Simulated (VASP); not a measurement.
Consider the following.

```
CELL_PARAMETERS angstrom
     -2.72754     2.72754     3.82713
      2.72754    -2.72754     3.82713
      2.72754     2.72754    -3.82713
ATOMIC_POSITIONS crystal
  Ge 0.18060 0.68060 0.86119
  Ge 0.31940 0.18060 0.50000
  Ge 0.68060 0.81940 0.50000
  Ge 0.81940 0.31940 0.13881
  Hf 0.75000 0.75000 0.00000
  Hf 0.25000 0.25000 0.00000
```

These are PBEsol GGA, VASP's PBE PAW potentials (set 64) (plane waves; VASP 6.6.1) values and carry that method's errors. Settings: 400 eV cut-off, 9×9×9 Γ-centred mesh, tetrahedra with Blöchl corrections, potentials Ge_d Hf_pv.

The cores are frozen, which limits the accuracy of field gradients.

**Question.** Give the principal components of the electric field gradient (V/Å²) and the asymmetry η at each nucleus.

**Answer.** 
| atom | Vxx | Vyy | Vzz | η |
|---|---|---|---|---|
| Ge1 | 160.2 | 1.8 | -162.0 | 0.98 |
| Ge2 | 160.2 | 1.8 | -162.0 | 0.98 |
| Ge3 | 160.2 | 1.8 | -162.0 | 0.98 |
| Ge4 | 160.2 | 1.8 | -162.0 | 0.98 |
| Hf5 | 23.6 | 23.6 | -47.1 | 0.00 |
| Hf6 | 23.6 | 23.6 | -47.1 | 0.00 |

The structure was generated: HfGe2 was put into the Al2Cu type (I4/mcm), which need not be its known phase. It was relaxed first, which changed the volume by -32 %.
